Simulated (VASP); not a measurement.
Here is the system:

```
AlN
1.0
   -0.04368     2.18381     2.18381
    2.14013     0.00000     2.14013
    2.18381     2.18381    -0.04368
Al N
1 1
Direct
  0.99731   0.00269   0.99731
  0.25269   0.24731   0.25269
```

The numbers are results of r2SCAN meta-GGA, VASP's PBE PAW potentials (set 64) (plane waves; VASP), not measurements. Settings: 600 eV cut-off, 10×10×10 Γ-centred mesh, Gaussian smearing of 0.050 eV, potentials Al N.

Give the stress tensor in GPa (positive for a compressed cell).

```
 0.21   0.00   7.95
 0.00  -0.11   0.00
 7.95   0.00   0.21
```
The pressure is its mean diagonal, 0.11 GPa.

The compound is AlN in the zinc blende structure, a metastable form; wurtzite is the usual one. This cell was strained or had an atom moved on purpose. Symmetry was kept, so distortions that lower it aren't found.
